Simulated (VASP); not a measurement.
Output of a VASP run:

OUTCAR:
```
 ion  position               nearest neighbor table
   1  0.000  0.000  0.000-   2 3.19   2 3.19   2 3.19   2 3.19   2 3.19   2 3.19
   2  0.500  0.500  0.500-   1 3.19   1 3.19   1 3.19   1 3.19   1 3.19   1 3.19
  LATTYP: Found a face centered cubic cell.
 ALAT       =     6.3795873476
 Subroutine PRICEL returns:
 Original cell was already a primitive cell.
 Subroutine GETGRP returns: Found 48 space group operations
The static configuration has the point symmetry O_h .
The dynamic configuration has the point symmetry O_h .
 Subroutine INISYM returns: Found 48 space group operations
 Subroutine IBZKPT returns following result:
 Found     20 irreducible k-points:

 Following reciprocal coordinates:
            Coordinates               Weight
  0.000000  0.000000  0.000000      1.000000
  0.142857  0.000000  0.000000      8.000000
  0.285714  0.000000  0.000000      8.000000
  0.428571  0.000000  0.000000      8.000000
  0.142857  0.142857  0.000000      6.000000
  0.285714  0.142857  0.000000     24.000000
  0.428571  0.142857  0.000000     24.000000
 -0.428571  0.142857  0.000000     24.000000
 -0.285714  0.142857  0.000000     24.000000
 -0.142857  0.142857  0.000000     12.000000
  0.285714  0.285714  0.000000      6.000000
  0.428571  0.285714  0.000000     24.000000
 -0.428571  0.285714  0.000000     24.000000
 -0.285714  0.285714  0.000000     12.000000
  0.428571  0.428571  0.000000      6.000000
 -0.428571  0.428571  0.000000     12.000000
  0.428571  0.285714  0.142857     24.000000
 -0.428571  0.285714  0.142857     48.000000
 -0.428571  0.428571  0.142857     24.000000
 -0.285714  0.428571  0.142857     24.000000
   k-points           NKPTS =     20   k-points in BZ     NKDIM =     20   number of bands    NBANDS=     12
   number of dos      NEDOS =    301   number of ions     NIONS =      2
   total plane-waves  NPLWV =  27000
   dimension x,y,z NGX =    30 NGY =   30 NGZ =   30
   dimension x,y,z NGXF=    60 NGYF=   60 NGZF=   60
   ions per type =               1   1
   PREC   = accura    normal or accurate (medium, high low for compatibility)
   ISTART =      0    job   : 0-new  1-cont  2-samecut
   ICHARG =      2    charge: 1-file 2-atom 10-const
   ISPIN  =      1    spin polarized calculation?
   LNONCOLLINEAR =      F non collinear calculations
   LSORBIT =      F    spin-orbit coupling
   INIWAV =      1    electr: 0-lowe 1-rand  2-diag
   ENCUT  =  400.0 eV  29.40 Ry    5.42 a.u.   7.36  7.36  7.36*2*pi/ulx,y,z
   NELM   =    100;   NELMIN=  2; NELMDL= -5     # of ELM steps
   EDIFF  = 0.1E-05   stopping-criterion for ELM
   LREAL  =      F    real-space projection
   NLSPLINE    = F    spline interpolate recip. space projectors
   LMAXMIX     =    4 max onsite mixed and CHGCAR
   VOSKOWN=      0    Vosko Wilk Nusair interpolation
   EDIFFG = -.1E-01   stopping-criterion for IOM
   NSW    =     60    number of steps for IOM
   NBLOCK =      1;   KBLOCK =     60    inner block; outer block
   IBRION =      2    ionic relax: 0-MD 1-quasi-New 2-CG
   NFREE  =      1    steps in history (QN), initial steepest desc. (CG)
   ISIF   =      3    stress and relaxation
   ISYM   =      2    0-nonsym 1-usesym 2-fastsym
   TEIN   =    0.0    initial temperature
   TEBEG  =    0.0;   TEEND  =   0.0 temperature during run
   SMASS  =  -3.00    Nose mass-parameter (am)
   PSTRESS=    0.0 pullay stress
   NELECT =      16.0000    total number of electrons
   EFERMI =   0.00;   METHOD = LEGACY
   ISMEAR =     0;   SIGMA  =   0.05  broadening in eV -4-tet -1-fermi 0-gaus
   IALGO  =     38    algorithm
   LDIAG  =      T    sub-space diagonalisation (order eigenvalues)
   IMIX   =      4    mixing-type and parameters
     AMIX     =   0.40;   BMIX     =  1.00
     AMIX_MAG =   1.60;   BMIX_MAG =  1.00
     AMIN     =   0.10
   GGA     = CA    functional components
   VOSKOWN =     0    Vosko Wilk Nusair interpolation
   LHFCALC =     F    Hartree Fock is set to
   LHFONE  =     F    Hartree Fock one center treatment
...
```

OSZICAR:
```
       N       E                     dE             d eps       ncg     rms          rms(c)
DAV:   1     0.881292240183E+02    0.88129E+02   -0.61758E+03   480   0.972E+02
DAV:   2    -0.144110251252E+01   -0.89570E+02   -0.83958E+02   588   0.257E+02
DAV:   3    -0.677693217364E+01   -0.53358E+01   -0.53126E+01   620   0.559E+01
DAV:   4    -0.700504360732E+01   -0.22811E+00   -0.22791E+00   848   0.110E+01
DAV:   5    -0.700624225929E+01   -0.11987E-02   -0.11986E-02   620   0.803E-01    0.402E+00
DAV:   6    -0.685519045492E+01    0.15105E+00   -0.23457E-01   580   0.272E+00    0.290E+00
DAV:   7    -0.683389702797E+01    0.21293E-01   -0.96314E-02   620   0.188E+00    0.127E+00
DAV:   8    -0.683447743515E+01   -0.58041E-03   -0.10289E-02   636   0.910E-01    0.155E-01
DAV:   9    -0.683448030217E+01   -0.28670E-05   -0.27310E-04   672   0.115E-01    0.611E-02
DAV:  10    -0.683453962383E+01   -0.59322E-04   -0.59073E-05   576   0.519E-02    0.232E-02
DAV:  11    -0.683453917456E+01    0.44927E-06   -0.44649E-06   608   0.155E-02
   1 F= -.68345392E+01 E0= -.68345392E+01  d E =-.683454E+01
```

OUTCAR:
```
------------------------ aborting loop because EDIFF is reached ----------------------------------------
  FORCE on cell =-STRESS in cart. coord.  units (eV):
  Direction    XX          YY          ZZ          XY          YZ          ZX
  --------------------------------------------------------------------------------------
  Total       -0.0035250     -0.0035250     -0.0035250      0.0000000     -0.0000000      0.0000000
  in kB       -0.0870064     -0.0870064     -0.0870064      0.0000000     -0.0000000      0.0000000
  external PRESSURE =      -0.0870064 kB  Pullay stress =       0.0000000 kB
  volume of cell :       64.91
      direct lattice vectors                 reciprocal lattice vectors
     0.000000000  3.189793674  3.189793674    -0.156749950  0.156749950  0.156749950
     3.189793674  0.000000000  3.189793674     0.156749950 -0.156749950  0.156749950
     3.189793674  3.189793674  0.000000000     0.156749950  0.156749950 -0.156749950
  FREE ENERGIE OF THE ION-ELECTRON SYSTEM (eV)
  ---------------------------------------------------
  free  energy   TOTEN  =        -6.8345391746 eV

  energy  without entropy=       -6.8345391746  energy(sigma->0) =       -6.83453917

 reached required accuracy - stopping structural energy minimisation
```
(Selected blocks of OUTCAR.)

### POSCAR
```
KBr
1
   -0.0000000000     3.1897936738     3.1897936738
    3.1897936738     0.0000000000     3.1897936738
    3.1897936738     3.1897936738     0.0000000000
K Br
1 1
Direct
  1.0000000000   1.0000000000   0.0000000000
  0.5000000000   0.5000000000   0.5000000000
```

Question: Reconstruct the remaining input files.

Answer: This is not unique; one that fits is the input of the run itself, LDA (Ceperley-Alder, Perdew-Zunger), plane waves, VASP's LDA PAW potentials (set 64).

KPOINTS:
```
Automatic mesh
0
Gamma
7 7 7
0 0 0
```

### INCAR
```
PREC  =  Accurate
LASPH  =  .TRUE.   # aspherical one-centre terms
NELM  =  100   # most electronic steps
ALGO  =  Normal   # blocked Davidson
LCHARG  =  .FALSE.
EDIFFG  =  -0.01
LREAL  =  .FALSE.   # projection in real space or not
IBRION  =  2   # conjugate gradients
ENCUT  =  400
LWAVE  =  .FALSE.
SIGMA  =  0.05   # width (eV)
LMAXMIX  =  4
EDIFF  =  1E-6   # SCF stop (eV)
NSW  =  60
ISIF  =  3
SYSTEM  =  KBr
ISMEAR  =  0
```

POTCAR, in this order: K_sv Br (LDA.64 set). Program: vasp_std.

The compound is KBr in the rock salt structure. It was relaxed first, which changed the volume by -10 %. The start is the result of an earlier pass.
